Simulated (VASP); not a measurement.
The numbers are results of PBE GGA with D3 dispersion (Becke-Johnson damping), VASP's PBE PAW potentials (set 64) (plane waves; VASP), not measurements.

A VASP calculation is set up with these files.

### POSCAR
```
C
1.0
  1.2330805222  -2.1357576173   0.0000000000
  1.2330805222   2.1357576173   0.0000000000
  0.0000000000   0.0000000000   6.7104250183
C
4
direct
  0.0000000000   0.0000000000   0.2500000000
  0.0000000000   0.0000000000   0.7500000000
  0.3333330000   0.6666670000   0.2500000000
  0.6666670000   0.3333330000   0.7500000000
```

### INCAR
```
# general
SYSTEM=C
PREC  =Accurate
ENCUT =520
LREAL =F
LASPH =T

# electronic loop
EDIFF =1E-7
NELM  =100
ALGO  =Normal

# smearing
ISMEAR=-5

# functional
GGA   =PE
IVDW  =12

# ions
ISIF  =2

# output
LWAVE =F
LCHARG=T
LORBIT=11
NEDOS =601

# other
LEFG  =T
```

KPOINTS:
```
Automatic mesh
0
Gamma
11 11 4
0 0 0
```

POTCAR, in this order: C (PBE.64 set). Program: vasp_std.

The resulting files:

**OSZICAR**
```
       N       E                     dE             d eps       ncg     rms          rms(c)
DAV:   1     0.493764478155E+02    0.49376E+02   -0.83272E+03  1160   0.123E+03
DAV:   2    -0.351943749524E+02   -0.84571E+02   -0.78071E+02  1648   0.231E+02
DAV:   3    -0.391401886344E+02   -0.39458E+01   -0.38849E+01  1464   0.494E+01
DAV:   4    -0.391987820292E+02   -0.58593E-01   -0.58535E-01  1436   0.649E+00
DAV:   5    -0.392001596019E+02   -0.13776E-02   -0.13725E-02  1440   0.972E-01    0.892E+00
DAV:   6    -0.374089644646E+02    0.17912E+01   -0.17650E+00  1332   0.925E+00    0.522E+00
DAV:   7    -0.368404458235E+02    0.56852E+00   -0.19490E+00  1336   0.983E+00    0.140E+00
DAV:   8    -0.368474879672E+02   -0.70421E-02   -0.57854E-02  1356   0.166E+00    0.984E-02
DAV:   9    -0.368474382225E+02    0.49745E-04   -0.11482E-03  1428   0.281E-01    0.558E-02
DAV:  10    -0.368476320243E+02   -0.19380E-03   -0.25669E-04  1396   0.140E-01    0.296E-02
DAV:  11    -0.368476302773E+02    0.17469E-05   -0.27134E-06  1512   0.145E-02    0.273E-03
DAV:  12    -0.368476305384E+02   -0.26102E-06   -0.40826E-07  1428   0.562E-03    0.870E-04
DAV:  13    -0.368476305203E+02    0.18111E-07   -0.19855E-07  1392   0.363E-03
   1 F= -.37472852E+02 E0= -.37472852E+02  d E =0.000000E+00
```

OUTCAR:
```
------------------------ aborting loop because EDIFF is reached ----------------------------------------
 Edisp (eV)   -0.62522
  FORCE on cell =-STRESS in cart. coord.  units (eV):
  Direction    XX          YY          ZZ          XY          YZ          ZX
  --------------------------------------------------------------------------------------
  Total       0.01355     0.01355     0.00436    -0.00000     0.00000     0.00000
  in kB       0.61404     0.61404     0.19742    -0.00000     0.00000     0.00000
  external pressure =        0.48 kB  Pullay stress =        0.00 kB
  volume of cell :       35.34
      direct lattice vectors                 reciprocal lattice vectors
     1.233080522 -2.135757617  0.000000000     0.405488523 -0.234108963  0.000000000
     1.233080522  2.135757617  0.000000000     0.405488523  0.234108963  0.000000000
     0.000000000  0.000000000  6.710425018     0.000000000  0.000000000  0.149021857
 POSITION                                       TOTAL-FORCE (eV/Angst)
 -----------------------------------------------------------------------------------
      0.00000      0.00000      1.67761         0.000000     -0.000000     -0.000000
      0.00000      0.00000      5.03282        -0.000000     -0.000000     -0.000000
      1.23308      0.71192      1.67761        -0.000000     -0.000000      0.000000
      1.23308     -0.71192      5.03282         0.000000      0.000000      0.000000
 -----------------------------------------------------------------------------------
    total drift:                               -0.000000     -0.000000      0.000000
  FREE ENERGIE OF THE ION-ELECTRON SYSTEM (eV)
  ---------------------------------------------------
  free  energy   TOTEN  =       -37.4728519435 eV

  energy  without entropy=      -37.4728519435  energy(sigma->0) =      -37.47285194

 total charge

# of ion       s       p       d       tot
------------------------------------------
    1        0.863   1.785   0.000   2.648
    2        0.863   1.785   0.000   2.648
    3        0.863   1.788   0.000   2.651
    4        0.863   1.788   0.000   2.651
--------------------------------------------------
tot          3.452   7.146   0.000  10.598

 Electric field gradients after diagonalization (V/A^2)
 (convention: |V_zz| > |V_xx| > |V_yy|)
----------------------------------------------------------------------
 ion       V_xx      V_yy      V_zz     asymmetry (V_yy - V_xx)/ V_zz
----------------------------------------------------------------------
   1     -15.668   -15.666    31.335       0.000
   2     -15.668   -15.666    31.335       0.000
   3     -14.767   -14.765    29.532       0.000
   4     -14.767   -14.765    29.532       0.000
```
(Selected blocks of OUTCAR.)

The compound is C in the graphite structure. It was relaxed first.
